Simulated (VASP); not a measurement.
VASP runs on ZnCu (space group Pm-3m) share one base input (PBE GGA, plane waves, VASP's PBE PAW potentials (set 64)) and change the settings named in each case.

INCAR:
```
PREC=Accurate
LWAVE=.False.
LCHARG=.False.
ISIF=2
ALGO=Normal   # blocked Davidson
LMAXMIX=4   # l cut-off of mixed one-centre charges
ISMEAR=0   # Gaussian
ENCUT=300   # plane-wave cut-off (eV)
SYSTEM=ZnCu
GGA=PE
SIGMA=0.1
LASPH=.True.
LREAL=.False.   # projection in real space or not
NELM=100   # most electronic steps
EDIFF=1E-6
```

### KPOINTS
```
kpoints
0
Gamma
 8 8 8
```

**POSCAR**
```
ZnCu
1
    2.8913440000     0.0000000000     0.0000000000
    0.0000000000     2.8913440000     0.0000000000
    0.0000000000     0.0000000000     2.8913440000
Zn Cu
1 1
Direct
  0.5000000000   0.5000000000   0.5000000000
  0.0000000000   0.0000000000   0.0000000000
```

POTCAR, in this order: Zn Cu (PBE.64 set). Program: vasp_std.

```
change                                      E(σ→0) (eV/atom)  pressure (GPa)  −TS (eV)
------------------------------------------  ----------------  --------------  --------
base run                                             -2.4780            9.64   -0.0037
SIGMA = 0.03, KPOINTS 5×5×5 Γ-centred mesh           -2.4745           10.08   -0.0011
KPOINTS 5×5×5 Γ-centred mesh                         -2.4748            9.96   -0.0054
SIGMA = 0.3, KPOINTS 5×5×5 Γ-centred mesh            -2.4774            9.74   -0.0237
SIGMA = 0.03, KPOINTS 6×6×6 Γ-centred mesh           -2.4286            9.72   -0.0021
KPOINTS 6×6×6 Γ-centred mesh                         -2.4298            9.72   -0.0082
SIGMA = 0.3, KPOINTS 6×6×6 Γ-centred mesh            -2.4320            9.84   -0.0450
SIGMA = 0.03                                         -2.4782            9.73   -0.0002
SIGMA = 0.3                                          -2.4793            9.42   -0.0249
SIGMA = 0.03, KPOINTS 9×9×9 Γ-centred mesh           -2.4674            9.50   -0.0001
KPOINTS 9×9×9 Γ-centred mesh                         -2.4672            9.50   -0.0018
SIGMA = 0.3, KPOINTS 9×9×9 Γ-centred mesh            -2.4665            9.56   -0.0270
KPOINTS 1×1×1 Γ-centred mesh                         -2.0798           20.09   -0.1060
```
 Energies of different potentials or functionals have different zeros.  At 300 eV the pressure can carry a Pulay error.

Left out are runs that ran out of time, are held back, or changed the cell or the kind of run, fixed moments of cells without a moment, rows past the twelfth, gaps on odd meshes, pressures of charged cells and columns that move by less than the noise.

The structure comes from a computed database's ZnCu entry; how it stands against other phases isn't given here. The cell was not relaxed at this level, its lattice was scaled by up to 2.5 %. The electron count is odd and the run is not spin-polarised, which forces a metal.
